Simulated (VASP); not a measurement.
# BiPd (Sobolevskite) under strain, part 2 of 2

Aim: follow the pressure of BiPd (Sobolevskite) through compression, expansion and shear. All runs use LDA. Left out of this account: 1 further run (fields: a reference on another mesh). The start is a cell from a database of measured crystal structures.

VASP 6.6.1; LDA; plane waves and PAW (Bi_d, Pd).

Still holding for the runs below: Spin-orbit coupling is off here; with elements this heavy it splits and shifts levels by tenths of an eV or more.

So far, pressure (GPa): step 2 (bands, cell as listed) -2.67; step 3 (cell volume +4.0 %) -6.25; step 4 (cell volume +8.0 %) -9.04; step 5 (bands, sheared, principal strains -1.7, +0.1, +1.6 %) -2.60.

### Step 6. Bands, volume times 0.96

The cell is compressed evenly, with fractional positions held.

Contents of INCAR:

```
SYSTEM = BiPd
PREC = Accurate
ENCUT = 400
EDIFF = 1E-06
NELM = 100
ISMEAR = -1
SIGMA = 0.05
LREAL = .FALSE.
ALGO = Normal
GGA = CA
NBANDS = 39
LASPH = .TRUE.
LORBIT = 11
LWAVE = .FALSE.
LCHARG = .FALSE.
KPAR = 4
```

Contents of POSCAR:

```
BiPd
1.0
    4.1728308298      0.0000000000      0.0000000000
   -2.0864154149      3.6137775043      0.0000000000
    0.0000000000      0.0000000000      5.6130986812
Bi Pd
2 2
Direct
    0.3333333333      0.6666666667      0.2500000000
    0.6666666667      0.3333333333      0.7500000000
    0.0000000000      0.0000000000      0.0000000000
    0.0000000000      0.0000000000      0.5000000000
```

Contents of KPOINTS:

```
Automatic mesh
0
Gamma
8 8 6
0 0 0
```

Contents of KPOINTS_OPT:

```
Line mode
16
Line-mode
Reciprocal
  0.00000000   0.00000000   0.00000000 GAMMA
  0.50000000   0.00000000   0.00000000 M

  0.50000000   0.00000000   0.00000000 M
  0.33333333   0.33333333   0.00000000 K

  0.33333333   0.33333333   0.00000000 K
  0.00000000   0.00000000   0.00000000 GAMMA

  0.00000000   0.00000000   0.00000000 GAMMA
  0.00000000   0.00000000   0.50000000 A

  0.00000000   0.00000000   0.50000000 A
  0.50000000   0.00000000   0.50000000 L

  0.50000000   0.00000000   0.50000000 L
  0.33333333   0.33333333   0.50000000 H

  0.33333333   0.33333333   0.50000000 H
  0.00000000   0.00000000   0.50000000 A

  0.50000000   0.00000000   0.50000000 L
  0.50000000   0.00000000   0.00000000 M

  0.33333333   0.33333333   0.00000000 K
  0.33333333   0.33333333   0.50000000 H
```

The projector-augmented-wave data sets are Bi_d and Pd (LDA family, release 64).

The run is started by

```
> mpirun -np 4 vasp_std
```

It took 2.1 min on 4 MPI ranks of AMD EPYC 7R43, shared host; peak memory 0.85 GiB; 8.2 min of CPU time.

Numbers from this step:

- irreducible k-points: 40
- symmetry operations: 24
- free energy (TOTEN): -23.44 eV
- energy at zero smearing: -23.43 eV
- Fermi energy: 9.402 eV
- pressure: 1.943 GPa

Electronic bands along the path, in eV, zero at the Fermi level; # counts the bands kept:

| point | #10 | #11 | #12 | #13 | #14 | #15 | #16 | #17 |
| --- | --- | --- | --- | --- | --- | --- | --- | --- |
| Γ | -2.15 | 0.08 | 0.94 | 0.94 | 3.01 | 3.20 | 3.36 | 3.36 |
| 0.53 of the way | -2.13 | -2.03 | -0.68 | -0.40 | 0.46 | 2.71 | 3.94 | 4.43 |
| M | -2.26 | -2.14 | -2.11 | -2.10 | -1.23 | 1.81 | 4.38 | 4.59 |
| 0.53 of the way | -2.14 | -2.14 | -2.08 | -1.48 | -0.25 | 1.18 | 1.86 | 4.19 |
| K | -2.19 | -2.03 | -1.49 | -0.22 | -0.22 | 0.36 | 0.36 | 3.75 |
| 0.47 of the way | -2.22 | -2.14 | -1.30 | -0.47 | 1.63 | 1.77 | 2.41 | 4.95 |
| Γ | -2.15 | 0.08 | 0.94 | 0.94 | 3.01 | 3.20 | 3.36 | 3.36 |
| 0.47 of the way | -2.47 | -0.52 | 1.30 | 1.47 | 1.47 | 3.20 | 3.20 | 3.71 |
| A | -3.05 | -0.79 | -0.79 | 2.54 | 2.54 | 2.54 | 2.54 | 5.39 |
| 0.47 of the way | -3.00 | -0.85 | -0.85 | 1.08 | 1.08 | 1.59 | 1.59 | 4.94 |
| L | -2.86 | -2.54 | -2.54 | 0.73 | 0.73 | 1.68 | 1.68 | 4.88 |
| 0.47 of the way | -2.79 | -2.45 | -2.45 | -0.74 | -0.74 | 3.31 | 3.31 | 5.35 |
| H | -2.97 | -2.19 | -2.19 | -1.63 | -1.63 | 4.25 | 4.25 | 6.44 |
| 0.47 of the way | -2.92 | -1.08 | -1.08 | -0.39 | -0.39 | 2.45 | 2.45 | 5.88 |
| A | -3.05 | -0.79 | -0.79 | 2.54 | 2.54 | 2.54 | 2.54 | 5.39 |
| jump to L | -2.86 | -2.54 | -2.54 | 0.73 | 0.73 | 1.68 | 1.68 | 4.88 |
| 0.47 of the way | -2.67 | -2.34 | -2.30 | -0.78 | 0.04 | 2.56 | 2.75 | 3.45 |
| M | -2.26 | -2.14 | -2.11 | -2.10 | -1.23 | 1.81 | 4.38 | 4.59 |
| jump to K | -2.19 | -2.03 | -1.49 | -0.22 | -0.22 | 0.36 | 0.36 | 3.75 |
| 0.47 of the way | -2.24 | -2.23 | -2.23 | -1.17 | -1.17 | 2.07 | 2.07 | 5.01 |
| H | -2.97 | -2.19 | -2.19 | -1.63 | -1.63 | 4.25 | 4.25 | 6.44 |

Of the projections kept (Bi, Pd), the largest for each band there; the rest of the weight can lie on other orbitals:

| point | #10 | #11 | #12 | #13 | #14 | #15 | #16 | #17 |
| --- | --- | --- | --- | --- | --- | --- | --- | --- |
| Γ | Pd 1.00 | Pd 0.92 | Bi 0.73 | Bi 0.73 | Pd 0.51 | Bi 0.97 | Bi 0.52 | Bi 0.52 |
| M | Pd 0.99 | Bi 0.69 | Pd 1.00 | Pd 0.98 | Pd 0.80 | Pd 0.72 | Bi 0.64 | Pd 0.73 |
| K | Pd 0.99 | Pd 0.97 | Bi 0.55 | Pd 0.60 | Pd 0.60 | Pd 0.61 | Pd 0.61 | Pd 0.87 |
| Γ | Pd 1.00 | Pd 0.92 | Bi 0.73 | Bi 0.73 | Pd 0.51 | Bi 0.97 | Bi 0.52 | Bi 0.52 |
| A | Pd 0.99 | Bi 0.57 | Bi 0.57 | Bi 0.57 | Bi 0.57 | Bi 0.57 | Bi 0.57 | Pd 0.60 |
| L | Pd 1.00 | Pd 0.94 | Pd 0.94 | Pd 0.55 | Pd 0.55 | Pd 0.53 | Pd 0.53 | Bi 0.56 |

 The pressure is 1.94 GPa.

For the pressure, step 2 gave -2.67 GPa; this run, with cell volume -4.0 %, gives 1.94 GPa.

### Step 7. Bands, volume times 0.92

The cell is scaled evenly once more. A prediction first. A parabola through the 4 pressures of evenly scaled cells so far, P = -2.65 -102.2 t +251 t² GPa with t = ln(V/V₁) and V₁ the volume at scale 1, gives 7.61 GPa at t = -0.0834.

INCAR is that of step 6.

Contents of POSCAR:

```
BiPd
1.0
    4.1140507349      0.0000000000      0.0000000000
   -2.0570253675      3.5628724489      0.0000000000
    0.0000000000      0.0000000000      5.5340304212
Bi Pd
2 2
Direct
    0.3333333333      0.6666666667      0.2500000000
    0.6666666667      0.3333333333      0.7500000000
    0.0000000000      0.0000000000      0.0000000000
    0.0000000000      0.0000000000      0.5000000000
```

KPOINTS is that of step 6.

KPOINTS_OPT is that of step 6.

The run is started by

```
> mpirun -np 4 vasp_std
```

Wall time 1.9 min (4 MPI ranks); peak memory 0.82 GiB; 7.6 min of CPU time.

This step gave:

```yaml
free_energy_toten: -23.33 eV
energy_at_zero_smearing: -23.32 eV
fermi_energy: 10.09 eV
pressure: 7.921 GPa
```

Electronic bands along the path, in eV, zero at the Fermi level; # counts the bands kept:

| point | #10 | #11 | #12 | #13 | #14 | #15 | #16 | #17 |
| --- | --- | --- | --- | --- | --- | --- | --- | --- |
| Γ | -2.29 | 0.09 | 0.95 | 0.95 | 3.00 | 3.33 | 3.52 | 3.52 |
| 0.53 of the way | -2.27 | -2.13 | -0.75 | -0.44 | 0.52 | 2.80 | 4.11 | 4.46 |
| M | -2.41 | -2.29 | -2.25 | -2.24 | -1.19 | 1.89 | 4.59 | 4.64 |
| 0.47 of the way | -2.39 | -2.28 | -2.22 | -1.77 | -0.35 | 1.37 | 2.25 | 4.48 |
| K | -2.33 | -2.16 | -1.61 | -0.28 | -0.28 | 0.40 | 0.40 | 3.89 |
| 0.53 of the way | -2.30 | -2.28 | -1.07 | -0.37 | 2.00 | 2.01 | 2.79 | 5.47 |
| Γ | -2.29 | 0.09 | 0.95 | 0.95 | 3.00 | 3.33 | 3.52 | 3.52 |
| 0.47 of the way | -2.64 | -0.54 | 1.44 | 1.52 | 1.52 | 3.35 | 3.35 | 3.71 |
| A | -3.26 | -0.75 | -0.75 | 2.64 | 2.64 | 2.64 | 2.64 | 5.47 |
| 0.47 of the way | -3.20 | -0.85 | -0.85 | 1.14 | 1.14 | 1.63 | 1.63 | 5.02 |
| L | -3.05 | -2.71 | -2.71 | 0.73 | 0.73 | 1.80 | 1.80 | 5.00 |
| 0.47 of the way | -2.97 | -2.60 | -2.60 | -0.79 | -0.79 | 3.48 | 3.48 | 5.49 |
| H | -3.17 | -2.29 | -2.29 | -1.75 | -1.75 | 4.44 | 4.44 | 6.61 |
| 0.47 of the way | -3.11 | -1.10 | -1.10 | -0.44 | -0.44 | 2.56 | 2.56 | 6.05 |
| A | -3.26 | -0.75 | -0.75 | 2.64 | 2.64 | 2.64 | 2.64 | 5.47 |
| jump to L | -3.05 | -2.71 | -2.71 | 0.73 | 0.73 | 1.80 | 1.80 | 5.00 |
| 0.47 of the way | -2.85 | -2.50 | -2.45 | -0.86 | 0.11 | 2.64 | 2.87 | 3.56 |
| M | -2.41 | -2.29 | -2.25 | -2.24 | -1.19 | 1.89 | 4.59 | 4.64 |
| jump to K | -2.33 | -2.16 | -1.61 | -0.28 | -0.28 | 0.40 | 0.40 | 3.89 |
| 0.47 of the way | -2.39 | -2.36 | -2.36 | -1.24 | -1.24 | 2.15 | 2.15 | 5.19 |
| H | -3.17 | -2.29 | -2.29 | -1.75 | -1.75 | 4.44 | 4.44 | 6.61 |

Of the projections kept (Bi, Pd), the largest for each band there; the rest of the weight can lie on other orbitals:

| point | #10 | #11 | #12 | #13 | #14 | #15 | #16 | #17 |
| --- | --- | --- | --- | --- | --- | --- | --- | --- |
| Γ | Pd 1.00 | Pd 0.92 | Bi 0.72 | Bi 0.72 | Bi 0.51 | Bi 0.97 | Bi 0.52 | Bi 0.52 |
| M | Pd 0.99 | Bi 0.68 | Pd 1.00 | Pd 0.97 | Pd 0.78 | Pd 0.72 | Bi 0.64 | Pd 0.73 |
| K | Pd 0.99 | Pd 0.97 | Bi 0.54 | Pd 0.60 | Pd 0.60 | Pd 0.60 | Pd 0.60 | Pd 0.86 |
| Γ | Pd 1.00 | Pd 0.92 | Bi 0.72 | Bi 0.72 | Bi 0.51 | Bi 0.97 | Bi 0.52 | Bi 0.52 |
| A | Pd 0.98 | Bi 0.58 | Bi 0.58 | Bi 0.56 | Bi 0.56 | Bi 0.56 | Bi 0.56 | Pd 0.58 |
| L | Pd 1.00 | Pd 0.94 | Pd 0.94 | Pd 0.55 | Pd 0.55 | Pd 0.53 | Pd 0.53 | Bi 0.56 |

 The pressure is 7.92 GPa. The parabola predicted 7.61 GPa, -0.31 GPa off.

### Step 8. Bands, atoms displaced by up to 0.43 Å

The atoms are moved off their sites at random, as a crude picture of disorder.

INCAR is that of step 7.

Contents of POSCAR:

```
BiPd
1.0
    4.2300000000      0.0000000000      0.0000000000
   -2.1150000000      3.6632874580      0.0000000000
    0.0000000000      0.0000000000      5.6900000000
Bi Pd
2 2
Direct
    0.3470470000      0.7034630000      0.2462640000
    0.6446670000      0.3448490000      0.7306050000
   -0.0521350000      0.0568910000      0.0257430000
    0.0113720000      0.0077750000      0.5021180000
```

KPOINTS is that of step 7.

KPOINTS_OPT is that of step 7.

The run is started by

```
> mpirun -np 4 vasp_std
```

Run time: 3.5 min. Hardware: 4 MPI ranks; peak memory 2.5 GiB; 14 min of CPU time.

Numbers from this step:

```
SCF cycles              : 13
irreducible k-points    : 196
symmetry operations     : 1
free energy (TOTEN)     : -23.07 eV
energy at zero smearing : -23.06 eV
Fermi energy            : 8.802 eV
pressure                : 0.2494 GPa
```

Electronic bands along the path, in eV, zero at the Fermi level; # counts the bands kept:

| point | #10 | #11 | #12 | #13 | #14 | #15 | #16 | #17 |
| --- | --- | --- | --- | --- | --- | --- | --- | --- |
| Γ | -2.31 | -0.34 | 1.00 | 1.49 | 2.46 | 2.96 | 3.11 | 3.56 |
| 0.47 of the way | -2.33 | -1.65 | -0.69 | 0.02 | 0.84 | 2.86 | 3.47 | 4.55 |
| M | -2.45 | -2.17 | -2.04 | -1.79 | -1.24 | 1.76 | 3.72 | 4.41 |
| 0.47 of the way | -2.28 | -2.17 | -1.93 | -1.63 | -0.44 | 1.35 | 2.00 | 4.04 |
| K | -2.20 | -2.17 | -1.25 | -0.45 | -0.08 | 0.30 | 0.48 | 3.50 |
| 0.47 of the way | -2.28 | -2.03 | -1.26 | -0.70 | 1.55 | 1.79 | 2.32 | 4.75 |
| Γ | -2.31 | -0.34 | 1.00 | 1.49 | 2.46 | 2.96 | 3.11 | 3.56 |
| 0.53 of the way | -2.49 | -0.58 | 0.86 | 1.45 | 1.76 | 2.80 | 3.02 | 3.97 |
| A | -2.64 | -0.87 | -0.39 | 2.14 | 2.24 | 2.51 | 2.57 | 5.08 |
| 0.47 of the way | -2.63 | -0.95 | -0.76 | 0.76 | 0.97 | 1.33 | 1.65 | 4.85 |
| L | -2.68 | -2.47 | -2.25 | 0.21 | 0.72 | 1.35 | 1.63 | 4.75 |
| 0.53 of the way | -2.69 | -2.38 | -2.16 | -1.08 | -0.83 | 3.03 | 3.23 | 5.46 |
| H | -2.65 | -2.12 | -2.02 | -1.66 | -1.41 | 3.80 | 4.00 | 6.28 |
| 0.53 of the way | -2.66 | -1.01 | -0.91 | -0.02 | 0.07 | 1.94 | 2.23 | 5.29 |
| A | -2.64 | -0.87 | -0.39 | 2.14 | 2.24 | 2.51 | 2.57 | 5.08 |
| jump to L | -2.68 | -2.47 | -2.25 | 0.21 | 0.72 | 1.35 | 1.63 | 4.75 |
| 0.53 of the way | -2.62 | -2.36 | -2.04 | -0.97 | -0.38 | 2.41 | 2.61 | 3.57 |
| M | -2.45 | -2.17 | -2.04 | -1.79 | -1.24 | 1.76 | 3.72 | 4.41 |
| jump to K | -2.20 | -2.17 | -1.25 | -0.45 | -0.08 | 0.30 | 0.48 | 3.50 |
| 0.47 of the way | -2.23 | -2.17 | -1.94 | -1.22 | -1.01 | 1.83 | 2.08 | 4.76 |
| H | -2.65 | -2.12 | -2.02 | -1.66 | -1.41 | 3.80 | 4.00 | 6.28 |

Of the projections kept (Bi, Pd), the largest for each band there; the rest of the weight can lie on other orbitals:

| point | #10 | #11 | #12 | #13 | #14 | #15 | #16 | #17 |
| --- | --- | --- | --- | --- | --- | --- | --- | --- |
| Γ | Pd 0.97 | Pd 0.87 | Bi 0.63 | Bi 0.67 | Bi 0.73 | Bi 0.56 | Bi 0.52 | Pd 0.56 |
| M | Pd 0.85 | Pd 0.96 | Pd 0.85 | Pd 0.60 | Pd 0.78 | Pd 0.69 | Bi 0.63 | Pd 0.69 |
| K | Pd 0.98 | Pd 0.96 | Bi 0.50 | Pd 0.62 | Pd 0.59 | Pd 0.63 | Pd 0.59 | Pd 0.87 |
| Γ | Pd 0.97 | Pd 0.87 | Bi 0.63 | Bi 0.67 | Bi 0.73 | Bi 0.56 | Bi 0.52 | Pd 0.56 |
| A | Pd 0.96 | Bi 0.55 | Bi 0.52 | Bi 0.56 | Bi 0.58 | Bi 0.53 | Bi 0.57 | Pd 0.62 |
| L | Pd 0.99 | Pd 0.97 | Pd 0.95 | Pd 0.54 | Pd 0.55 | Pd 0.51 | Pd 0.51 | Bi 0.52 |

Force by atom:

| atom | x (eV/Å) | y (eV/Å) | z (eV/Å) | size |
| --- | --- | --- | --- | --- |
| Bi1 | -1.08 | -0.45 | 0.57 | 1.30 |
| Bi2 | 0.20 | 0.33 | 0.57 | 0.69 |
| Pd3 | 1.30 | 0.08 | -1.37 | 1.89 |
| Pd4 | -0.42 | 0.04 | 0.23 | 0.49 |

 The pressure is 0.25 GPa, and the symmetry operations fall from 24 to 1.

### Step 9. Side by side

```
                                         cell   mesh  pressure (GPa)  gap (eV)
                               cell as listed  8×8×6           -2.67      none
                            volume times 1.04  8×8×6           -6.25      none
                            volume times 1.08  8×8×6           -9.04      none
sheared, principal strains -1.7, +0.1, +1.6 %  8×8×6           -2.60      none
                            volume times 0.96  8×8×6            1.94      none
                            volume times 0.92  8×8×6            7.92      none
              atoms displaced by up to 0.43 Å  8×8×6            0.25      none
```

### Step 10. Results

```yaml
pressure_cell_as_listed: -2.67 GPa
pressure_volume_times_1p04: -6.25 GPa
pressure_volume_times_1p08: -9.04 GPa
pressure_sheared_principal_strains_minus_1p7_plus_0p1_plus_1p6: -2.60 GPa
pressure_volume_times_0p96: 1.94 GPa
pressure_volume_times_0p92: 7.92 GPa
pressure_atoms_displaced_by_up_to_0p43_a: 0.249 GPa
bulk_modulus_at_the_listed_volume_shape_and_positions_held: 104 GPa
```

What this shows: The slope of pressure against ln V at the listed volume gives a bulk modulus of 104 GPa at fixed shape and positions. Spin-orbit coupling is left out, and with elements this heavy it would split and shift bands near the Fermi level.

[Lines on the potential files, build, host, timing and source positions are cut from VASP's logs without a mark.]

[Logs are printed without paths, hosts, clocks, repeated set-up lines and the standing remarks that a program may print on its own settings, such as how far it seeks lower states.]

[Hosts, paths, dates, database ids (printed as entryN), source tags and the programs' standing remarks are cut or masked in the printed files.]

[A measured line is paired with the nearest computed mode of its activity, which favours agreement.]
